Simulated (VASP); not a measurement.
Consider the following.

```
TiS2
1.0
    1.69183    -2.93033     0.00000
    1.69183     2.93033     0.00000
    0.00000     0.00000     5.69174
Ti S
1 2
Direct
  0.00000   0.00000   0.00000
  0.33333   0.66667   0.25095
  0.66667   0.33333   0.74905
```

All values below come from rev-vdW-DF2, VASP's PBE PAW potentials (set 64) (plane waves; VASP). Numerical set-up: 520 eV cut-off, Gaussian smearing of 0.050 eV, potentials Ti_sv S.

Task: Give the energies of bands 7 to 15 at the high-symmetry points, in eV from the Fermi level.

Result: 
```csv
band,Γ,M,K,A,L,H
7,-5.42,-5.27,-4.30,-3.84,-5.36,-4.41
8,-2.74,-3.74,-4.13,-2.70,-4.53,-4.41
9,-2.74,-2.95,-4.13,-2.70,-2.86,-3.82
10,-0.03,-2.68,-2.66,-2.54,-2.81,-3.07
11,0.14,-2.63,-2.66,-0.04,-1.25,-2.23
12,0.14,-1.53,-2.35,-0.04,-1.19,-2.23
13,0.49,0.19,1.20,0.47,-0.10,1.22
14,0.49,1.54,1.81,0.47,1.54,1.46
15,0.86,1.98,1.81,1.50,1.94,1.46
```

It has no gap at this level: it comes out as a metal or semimetal.

The compound is TiS2 in the 1T layered structure. It was relaxed first.
